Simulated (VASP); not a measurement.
```xyz
3
Lattice="0.0000 2.3088 2.3088 2.3088 0.0000 2.3088 2.3088 2.3088 0.0000" Properties=species:S:1:pos:R:3 pbc="T T T"
Li     1.1544     1.1544     1.1544
Li     3.4633     3.4633     3.4633
O      0.0000     0.0000     0.0000
```

Method: PBE GGA, VASP's PBE PAW potentials (set 64) (plane waves; VASP). Numerical set-up: 400 eV cut-off, 12×12×12 Γ-centred mesh, Fermi-Dirac smearing of 0.010 eV, potentials Li_sv O.

At this cut-off the stress carries a Pulay error, which pulls relaxed volumes low. Energy and stress use the plane-wave basis of the starting cell.

**Question.** The ions, cell shape and volume are relaxed. What does this cell relax into?

**Answer.** 
```xyz
3
Lattice="0.0000 2.2613 2.2613 2.2613 0.0000 2.2613 2.2613 2.2613 0.0000" Properties=species:S:1:pos:R:3 pbc="T T T"
Li     1.1307     1.1307     1.1307
Li     3.3920     3.3920     3.3920
O      0.0000     0.0000     0.0000
```
Space group Fm-3m (225), at a tolerance of 0.03 Å.

**Question.** How do energy and volume change from the first to the last step?

**Answer.** The energy (σ→0) changes by -12.8 meV/atom and the volume by -6.0 %, in 3 ionic steps.

The structure is a typed Li2O crystal (Fm-3m). This run relaxes it. Symmetry was kept, so distortions that lower it aren't found. The run is one of a series of settings (EDIFFG = -0.01, IBRION = 2, ISIF = 3, NSW = 50 against the base run), some of them coarse on purpose.
